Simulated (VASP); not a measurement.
Data:

```
CELL_PARAMETERS angstrom
      1.67731    -2.90519     0.00000
      1.67731     2.90519     0.00000
      0.00000     0.00000    10.99755
ATOMIC_POSITIONS crystal
  In 0.66667 0.33333 0.26077
  In 0.33333 0.66667 0.99059
  N  0.66667 0.33333 0.45845
  N  0.33333 0.66667 0.18545
  N  0.66667 0.33333 0.91665
  N  0.33333 0.66667 0.68863
  Ga 0.66667 0.33333 0.74172
  Ga 0.33333 0.66667 0.51174
```

Level of theory: PBEsol GGA, VASP's PBE PAW potentials (set 64) (plane waves; VASP). Run with 520 eV cut-off, 9×9×3 Γ-centred mesh, tetrahedra with Blöchl corrections, potentials In_d N Ga_d.

Unless said otherwise, spin-orbit coupling is left out, though it shifts the bands of the heavy elements here.

Task: What does the run give for the energy per atom (σ→0), band gap (on the k-mesh) with the smallest direct gap where there is one?

Result: 
The band gap (on the k-mesh) is 0.21 eV. The smallest direct gap (on the k-mesh) is 0.21 eV and the energy per atom (σ→0) is -6.101 eV/atom.

Only differences to runs with the same potentials and settings are physical.

The structure was generated: Ga2In2N4 was put into an ordered model structure (P3m1), which need not be its known phase. It was relaxed first.
